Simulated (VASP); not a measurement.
Here is a VASP 6.6.1 calculation.

Contents of INCAR:

```
SYSTEM = Ir
  PREC = Accurate
  ENCUT = 600
  EDIFF = 1E-7
  ISMEAR = 1
  SIGMA = 0.1
  LREAL = .FALSE.
  LASPH = .TRUE.
  NELM = 80
  ALGO = Normal
  ISIF = 2
  LWAVE = .FALSE.
  LCHARG = .FALSE.
  METAGGA = R2SCAN
  LMIXTAU = .TRUE.
  IBRION = 2
  NSW = 40
  EDIFFG = -0.01
```

The input KPOINTS:

```
regular mesh
0
G
  16 16 16
  0 0 0
```

Contents of POSCAR:

```
Ir                                      
1.0
    0.0000000000      1.8874505240      1.8874505240
    1.8874505240      0.0000000000      1.8874505240
    1.8874505240      1.8874505240      0.0000000000
  Ir            
     1
Direct
     0.0000000000000000    0.0000000000000000    0.0000000000000000
```

Potentials or basis: VASP PAW PBE potentials, release 64 (Ir).

The run is started by

```bash
$ cat potpaw_PBE.64/Ir/POTCAR > POTCAR
$ mpirun -np 1 vasp_std > vasp.out
```

Problem. Predict the band gap on the k mesh.

Solution. None (metal or under the smearing width).

Final structure:
```
CELL_PARAMETERS angstrom
0.00000 1.88745 1.88745
1.88745 0.00000 1.88745
1.88745 1.88745 0.00000
ATOMIC_POSITIONS crystal
Ir 0.00000 0.00000 0.00000
```

Caveat: the relaxation stopped at its first step, so nothing moved. The run has no spin-orbit coupling, so splittings on Ir are missing.
